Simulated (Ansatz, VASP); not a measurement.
# InSe in two plane-wave programs

Wanted: the spread between two codes on one cell, functional and k mesh. The cell is taken from a series of runs on this material, whose earlier steps may have relaxed, scaled, displaced or heated it; both programs get it as it stands.

Main program and level: Ansatz 0.2.0; plane waves, with VASP 6.6.1 beside it; G0W0 gap at LDA.

## 1. The structure

It takes space group P-6m2 (No. 187, hexagonal). The conventional cell has a = 3.975 Å, b = 3.975 Å, c = 16.264 Å, α = 90.00°, β = 90.00°, γ = 120.00°. In has 3 Se at 2.62 Å and 1 In at 2.74 Å nearest. Se has 3 In at 2.62 Å nearest. Se has 3 In at 2.62 Å nearest. Farther neighbours and most contacts between anions are not listed.

Coordinates:

```cif
data_structure
_symmetry_space_group_name_H-M 'P-6m2'
_symmetry_Int_Tables_number 187
_cell_length_a 3.9749
_cell_length_b 3.9749
_cell_length_c 16.2636
_cell_angle_alpha 90.000
_cell_angle_beta 90.000
_cell_angle_gamma 120.000
_cell_volume 222.53
loop_
_atom_site_label
_atom_site_type_symbol
_atom_site_symmetry_multiplicity
_atom_site_Wyckoff_symbol
_atom_site_fract_x
_atom_site_fract_y
_atom_site_fract_z
_atom_site_occupancy
In1 In 2 g 0.00000 0.00000 0.58430 1
In2 In 2 h 0.33333 0.66667 0.91570 1
Se1 Se 2 i 0.66667 0.33333 0.83783 1
Se2 Se 2 h 0.33333 0.66667 0.66210 1
```

## 2. VASP: G0W0 gap, LDA

Quasiparticle shifts depend on high empty states and on the cores, so they are the hardest test of two PAW sets.

Lines of VASP's logs that name or quote its potential files are left out, and so is its time.

The run reads the wave functions of an earlier VASP run, which isn't shown here.

Contents of INCAR:

```
SYSTEM = InSe
PREC = Accurate
ENCUT = 300
ISMEAR = 0
SIGMA = 0.01
LREAL = .FALSE.
GGA = CA
NBANDS = 176
ALGO = EVGW0
NELMGW = 1
ENCUTGW = 42
NOMEGA = 64
PRECFOCK = Fast
NBANDSGW = 48
LWAVE = .FALSE.
LCHARG = .FALSE.
```

Contents of POSCAR:

```
InSe
1.0
    3.9748709455      0.0000000000      0.0000000000
   -1.9874354728      3.4423392156      0.0000000000
    0.0000000000      0.0000000000     16.2636494814
In Se
4 4
Direct
    0.0000000000      0.0000000000      0.5842950809
    0.0000000000      0.0000000000      0.4157049191
    0.3333333333      0.6666666667      0.9156997426
    0.3333333333      0.6666666667      0.0843002574
    0.6666666667      0.3333333333      0.8378264049
    0.6666666667      0.3333333333      0.1621735951
    0.3333333333      0.6666666667      0.6621026916
    0.3333333333      0.6666666667      0.3378973084
```

Contents of KPOINTS:

```
Automatic mesh
0
Gamma
6 6 2
0 0 0
```

The projector-augmented-wave data sets are In_d_GW and Se_GW (LDA family, release 64).

On the command line:

```sh
$ mpirun -np 16 vasp_std
```

Numbers of over 12 decimals in the logs are rounded to 6 here.

Output:

```text
[banner, memory and clock lines left out]
running   16 mpi-ranks, on    1 nodes
 distrk:  each k-point on   16 cores,    1 groups
 distr:  one band on    1 cores,   16 groups

 POSCAR found type information on POSCAR InSe
 POSCAR found :  2 types and       8 ions
|                                                                             |
|           W    W    AA    RRRRR   N    N  II  N    N   GGGG   !!!           |
|           W    W   A  A   R    R  NN   N  II  NN   N  G    G  !!!           |
|           W    W  A    A  R    R  N N  N  II  N N  N  G       !!!           |
|           W WW W  AAAAAA  RRRRR   N  N N  II  N  N N  G  GGG   !            |
|           WW  WW  A    A  R   R   N   NN  II  N   NN  G    G                |
|           W    W  A    A  R    R  N    N  II  N    N   GGGG   !!!           |
|                                                                             |
|     For optimal performance we recommend to set                             |
|       NCORE = 2 up to number-of-cores-per-socket                            |
|     NCORE specifies how many cores store one orbital (NPAR=cpu/NCORE).      |
|     This setting can greatly improve the performance of VASP for DFT.       |
|     The default, NCORE=1 might be grossly inefficient on modern             |
|     multi-core architectures or massively parallel machines. Do your        |
|     Unfortunately you need to use the default for GW and RPA                |
|     calculations (for HF NCORE is supported but not extensively tested      |
|     yet).                                                                   |
|                                                                             |

|                                                                             |
|           W    W    AA    RRRRR   N    N  II  N    N   GGGG   !!!           |
|           W    W   A  A   R    R  NN   N  II  NN   N  G    G  !!!           |
|           W    W  A    A  R    R  N N  N  II  N N  N  G       !!!           |
|           W WW W  AAAAAA  RRRRR   N  N N  II  N  N N  G  GGG   !            |
|           WW  WW  A    A  R   R   N   NN  II  N   NN  G    G                |
|           W    W  A    A  R    R  N    N  II  N    N   GGGG   !!!           |
|                                                                             |
|     The default for ENCUTGWSOFT is different in this version of VASP.       |
|     please manually set ENCUTGWSOFT =42 in the INCAR file.                  |
|                                                                             |

 LDA part: xc-table for (Slater(with rela. corr.)+CA(PZ))
 , standard interpolation
 found WAVECAR, reading the header
 POSCAR, INCAR and KPOINTS ok, starting setup
 FFT: planning ... GRIDC
 FFT: planning ... GRID_SOFT
 FFT: planning ... GRID
 reading WAVECAR
 the WAVECAR file was read successfully
 initial charge from wavefunction
 available memory per node:     16.29 GB, setting MAXMEM to     16683

 The Fermi energy was updated, please check that it is located mid-gap
 values below the HOMO (VB) or above the LUMO (CB) will cause erroneous energies
 E-fermi :   3.6449

 calculate exact exchange contribution
 the WAVEDER file was read successfully
|                                                                             |
|           W    W    AA    RRRRR   N    N  II  N    N   GGGG   !!!           |
|           W    W   A  A   R    R  NN   N  II  NN   N  G    G  !!!           |
|           W    W  A    A  R    R  N N  N  II  N N  N  G       !!!           |
|           W WW W  AAAAAA  RRRRR   N  N N  II  N  N N  G  GGG   !            |
|           WW  WW  A    A  R   R   N   NN  II  N   NN  G    G                |
|           W    W  A    A  R    R  N    N  II  N    N   GGGG   !!!           |
|                                                                             |
|     Automatic setting of frequency mesh for GW failed. Frequency mesh       |
|     properly not suitable for determining QP energies. Consider             |
|     increasing number of kpoints.                                           |
|                                                                             |

energies w=
    0.000    0.000    0.171    0.000    0.342    0.000    0.511    0.000
    0.680    0.000    0.847    0.000    1.013    0.000    1.176    0.000
    1.338    0.000    1.497    0.000    1.654    0.000    1.808    0.000
    1.961    0.000    2.111    0.000    2.260    0.000    2.407    0.000
    2.552    0.000    2.696    0.000    2.839    0.000    2.982    0.000
    3.124    0.000    3.266    0.000    3.408    0.000    3.550    0.000
    3.694    0.000    3.839    0.000    3.986    0.000    4.135    0.000
    4.286    0.000    4.441    0.000    4.600    0.000    4.763    0.000
    4.932    0.000    5.106    0.000    5.287    0.000    5.476    0.000
    5.674    0.000    5.882    0.000    6.102    0.000    6.335    0.000
    6.584    0.000    6.850    0.000    7.137    0.000    7.448    0.000
    7.785    0.000    8.157    0.000    8.566    0.000    9.020    0.000
    9.530    0.000   10.106    0.000   10.763    0.000   11.520    0.000
   12.405    0.000   13.453    0.000   14.713    0.000   16.257    0.000
   18.194    0.000   20.695    0.000   24.042    0.000   28.748    0.000
   35.838    0.000   47.708    0.000   71.578    0.000  143.928    0.000
 responsefunction array rank=     160
 LDA part: xc-table for (Slater(with rela. corr.)+CA(PZ))
 , standard interpolation

 min. memory requirement per mpi rank    266.2 MB, per node   4259.4 MB

 allocating   4 responsefunctions rank=   160
 shmem allocating  64 responsefunctions rank=   160
 response function shared by NCSHMEM nodes    1
 Doing            4  frequencies on each core in blocks of           64
NQ=   1    0.0000    0.0000    0.0000,
|.........|.........|.........|.........|.........|.........|.........|.........
 performed        991000 updates of chi_q(r,r)
 total number of BLAS operations        148.90 Gflops
NQ=   2    0.1667    0.0000    0.0000,
|.........|.........|.........|.........|.........|.........|.........|.........
 performed       2658000 updates of chi_q(r,r)
 total number of BLAS operations        370.90 Gflops
NQ=   3    0.3333   -0.0000    0.0000,
|.........|.........|.........|.........|.........|.........|.........|.........
 performed       4325000 updates of chi_q(r,r)
 total number of BLAS operations        624.95 Gflops
NQ=   4    0.5000    0.0000    0.0000,
|.........|.........|.........|.........|.........|.........|.........|.........
 performed       5688000 updates of chi_q(r,r)
 total number of BLAS operations        832.66 Gflops
NQ=   5    0.1667    0.1667    0.0000,
|.........|.........|.........|.........|.........|.........|.........|.........
 performed       7456000 updates of chi_q(r,r)
 total number of BLAS operations       1118.01 Gflops
NQ=   6    0.3333    0.1667    0.0000,
|.........|.........|.........|.........|.........|.........|.........|.........
 performed       9427000 updates of chi_q(r,r)
 total number of BLAS operations       1445.08 Gflops
NQ=   7    0.3333    0.3333    0.0000,
|.........|.........|.........|.........|.........|.........|.........|.........
 performed      10587000 updates of chi_q(r,r)
 total number of BLAS operations       1637.61 Gflops
NQ=   8    0.0000    0.0000    0.5000,
|.........|.........|.........|.........|.........|.........|.........|.........
 performed      11578000 updates of chi_q(r,r)
 total number of BLAS operations       1788.70 Gflops
NQ=   9    0.1667    0.0000    0.5000,
|.........|.........|.........|.........|.........|.........|.........|.........
 performed      13245000 updates of chi_q(r,r)
 total number of BLAS operations       2021.14 Gflops
NQ=  10    0.3333   -0.0000    0.5000,
|.........|.........|.........|.........|.........|.........|.........|.........
 performed      14912000 updates of chi_q(r,r)
 total number of BLAS operations       2260.67 Gflops
NQ=  11    0.5000    0.0000    0.5000,
|.........|.........|.........|.........|.........|.........|.........|.........
 performed      16275000 updates of chi_q(r,r)
 total number of BLAS operations       2474.45 Gflops
NQ=  12    0.1667    0.1667    0.5000,
|.........|.........|.........|.........|.........|.........|.........|.........
 performed      18043000 updates of chi_q(r,r)
 total number of BLAS operations       2728.55 Gflops
NQ=  13    0.3333    0.1667    0.5000,
|.........|.........|.........|.........|.........|.........|.........|.........
 performed      20014000 updates of chi_q(r,r)
 total number of BLAS operations       3046.60 Gflops
NQ=  14    0.3333    0.3333    0.5000,
|.........|.........|.........|.........|.........|.........|.........|.........
 performed      21174000 updates of chi_q(r,r)
 total number of BLAS operations       3255.52 Gflops
 resolving degeneracies of screened two electron integrals

 calculate QP shifts <psi_nk| G(iteration)W_0 |psi_nk>: iteration 1
 entering main loop
```

OUTCAR, selected parts (step 2):

```text
ion  position               nearest neighbor table
   1  0.000  0.000  0.584-   7 2.62   7 2.62   7 2.62   2 2.74
   2  0.000  0.000  0.416-   8 2.62   8 2.62   8 2.62   1 2.74
   3  0.333  0.667  0.916-   5 2.62   5 2.62   5 2.62   4 2.74
   4  0.333  0.667  0.084-   6 2.62   6 2.62   6 2.62   3 2.74
   5  0.667  0.333  0.838-   3 2.62   3 2.62   3 2.62
   6  0.667  0.333  0.162-   4 2.62   4 2.62   4 2.62
   7  0.333  0.667  0.662-   1 2.62   1 2.62   1 2.62
   8  0.333  0.667  0.338-   2 2.62   2 2.62   2 2.62

  LATTYP: Found a hexagonal cell.
 ALAT       =     3.9748709455
 C/A-ratio  =     4.0916169869

 Subroutine GETGRP returns: Found 12 space group operations
 (whereof 12 operations were pure point group operations)

The static configuration has the point symmetry D_3h.

 Found     14 irreducible k-points:

   k-points           NKPTS =     14   k-points in BZ     NKDIM =     72   number of bands    NBANDS=    176

   dimension x,y,z NGX =    24 NGY =   24 NGZ =   96
   dimension x,y,z NGXF=    48 NGYF=   48 NGZF=  192

   ENCUT  =  300.0 eV  22.05 Ry    4.70 a.u.   5.61  5.61 22.97*2*pi/ulx,y,z

   NELECT =      76.0000    total number of electrons

  energy-cutoff  :      300.00
  volume of cell :      222.53
      direct lattice vectors                 reciprocal lattice vectors
     3.974870946  0.000000000  0.000000000     0.251580495  0.145250067  0.000000000
    -1.987435473  3.442339216  0.000000000     0.000000000  0.290500133  0.000000000
     0.000000000  0.000000000 16.263649481     0.000000000  0.000000000  0.061486815

 k-points in reciprocal lattice and weights: Automatic mesh
   0.00000000  0.00000000  0.00000000       0.014
   0.16666667  0.00000000  0.00000000       0.083
   0.33333333 -0.00000000  0.00000000       0.083
   0.50000000  0.00000000  0.00000000       0.042
   0.16666667  0.16666667  0.00000000       0.083
   0.33333333  0.16666667  0.00000000       0.167
   0.33333333  0.33333333  0.00000000       0.028
   0.00000000  0.00000000  0.50000000       0.014
   0.16666667  0.00000000  0.50000000       0.083
[...]
0.33333333  0.16666667  0.50000000       0.167
   0.33333333  0.33333333  0.50000000       0.028

 E-fermi :   3.6449

 QP shifts <psi_nk| G(iteration)W_0 |psi_nk>: iteration 1
 for sc-GW calculations column KS-energies equals QP-energies in previous step
 and V_xc(KS)=  KS-energies - (<T + V_ion + V_H > + <T+V_H+V_ion>^1  + <V_x>^1)
 k-point   1 :       0.0000    0.0000    0.0000
  band No.  KS-energies  QP-energies   sigma(KS)   V_xc(KS)     V^pw_x(r,r')   Z            occupation Imag(sigma)
    ...
     35       2.2441       2.4266     -12.2964     -12.5445     -14.5501       0.7356       2.0000       0.0547
     36       2.3343       2.5272     -12.3669     -12.6289     -14.6039       0.7364       2.0000       0.0523
     37       2.3343       2.5272     -12.3669     -12.6289     -14.6039       0.7364       2.0000       0.0523
     38       3.5570       3.8113     -11.6402     -11.9799     -13.1305       0.7486       2.0000       0.0389
     39       3.7327       4.6929      -9.8711     -11.0986      -7.3117       0.7823       0.0000      -0.0355
     40       5.2472       6.2333     -10.4169     -11.7076      -7.5676       0.7640       0.0000      -0.0504
     41       5.4503       6.3760      -9.2546     -10.4378      -6.0370       0.7823       0.0000      -0.0482
     42       5.5148       6.4322      -9.3224     -10.5028      -5.9979       0.7772       0.0000      -0.0492
    ...

 k-point   2 :       0.1667    0.0000    0.0000
  band No.  KS-energies  QP-energies   sigma(KS)   V_xc(KS)     V^pw_x(r,r')   Z            occupation Imag(sigma)
    ...
     35       1.9510       2.1030     -12.1450     -12.3523     -14.4361       0.7331       2.0000       0.0584
     36       2.0850       2.2502     -12.2713     -12.4961     -14.5556       0.7347       2.0000       0.0553
     37       2.2741       2.3688     -11.1557     -11.2840     -13.0102       0.7382       2.0000       0.0571
     38       3.2806       3.5101     -11.6993     -12.0069     -13.3518       0.7458       2.0000       0.0439
     39       5.0626       6.0962     -10.3470     -11.6912      -7.6270       0.7690       0.0000      -0.0443
     40       5.6139       6.7067     -10.5768     -12.0186      -7.6512       0.7579       0.0000      -0.0535
     41       6.0416       6.8794      -8.9036      -9.9850      -5.4952       0.7748       0.0000      -0.0560
     42       6.1917       7.0953      -9.2041     -10.3774      -5.7799       0.7702       0.0000      -0.0575
    ...

 k-point   3 :       0.3333   -0.0000    0.0000
  band No.  KS-energies  QP-energies   sigma(KS)   V_xc(KS)     V^pw_x(r,r')   Z            occupation Imag(sigma)
    ...
     35       1.5312       1.6223     -11.6548     -11.7812     -14.0616       0.7210       2.0000       0.0725
     36       1.6214       1.7371     -12.1033     -12.2618     -14.4934       0.7296       2.0000       0.0628
     37       2.0627       2.1607     -11.1039     -11.2370     -12.9751       0.7359       2.0000       0.0604
     38       2.4255       2.5653     -11.2441     -11.4323     -12.9694       0.7426       2.0000       0.0532
     39       4.7843       5.4133      -8.4703      -9.2758      -5.3371       0.7809       0.0000      -0.0485
     40       4.9987       6.0147      -9.9246     -11.2400      -6.9866       0.7724       0.0000      -0.0426
     41       5.5161       6.2218      -9.0974     -10.0152      -5.9363       0.7689       0.0000      -0.0559
     42       5.5342       6.5517      -9.9158     -11.2420      -6.7838       0.7672       0.0000      -0.0519
    ...

 k-point   4 :       0.5000    0.0000    0.0000
  band No.  KS-energies  QP-energies   sigma(KS)   V_xc(KS)     V^pw_x(r,r')   Z            occupation Imag(sigma)
    ...
     35       1.1874       1.2673     -11.8101     -11.9205     -14.2598       0.7239       2.0000       0.0715
     36       1.4118       1.5075     -12.0344     -12.1660     -14.4746       0.7271       2.0000       0.0663
     37       1.4978       1.5412     -10.7368     -10.7957     -12.5919       0.7346       2.0000       0.0647
     38       1.8083       1.8797     -10.8413     -10.9379     -12.5881       0.7395       2.0000       0.0586
     39       4.6458       5.2439      -8.7864      -9.5555      -5.8141       0.7777       0.0000      -0.0482
     40       4.6955       5.6548      -9.6322     -10.8650      -6.6884       0.7782       0.0000      -0.0417
     41       5.1814       5.8292      -9.1540      -9.9952      -6.1771       0.7701       0.0000      -0.0537
     42       5.2384       6.2196      -9.8286     -11.1008      -6.7589       0.7712       0.0000      -0.0488
    ...

[... 4 further parts left out ...]
```

(Continued in part 2 of 2.)

[Lines on the potential files, build, host, timing and source positions are cut from VASP's logs without a mark.]

[Logs are printed without paths, hosts, clocks, repeated set-up lines and the standing remarks that a program may print on its own settings, such as how far it seeks lower states.]

[Hosts, paths, dates, database ids (printed as entryN), source tags and the programs' standing remarks are cut or masked in the printed files.]
